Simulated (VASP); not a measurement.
Input:

```xyz
2
Lattice="3.6102 0.0000 0.0000 0.0000 3.6102 0.0000 0.0000 0.0000 3.6102" Properties=species:S:1:pos:R:3 pbc="T T T"
Mg     0.0000     0.0000     0.0000
Sn     1.8051     1.8051     1.8051
```

These are PBEsol GGA with spin-orbit coupling, VASP's PBE PAW potentials (set 64) (plane waves; VASP) values and carry that method's errors. Settings: 400 eV cut-off, 9×9×9 Γ-centred mesh, Gaussian smearing of 0.050 eV, potentials Mg Sn_d.

Q: Predict the energy per atom (σ→0), band gap (over mesh and band path) with the smallest direct gap where there is one.

A: 
```yaml
band gap (over mesh and band path): none (metal, semimetal or under 0.01 eV)
energy per atom (σ→0): -3.147 eV/atom
```

The structure comes from a computed database's MgSn entry (Pm-3m); how it stands against other phases isn't given here. It was relaxed first.
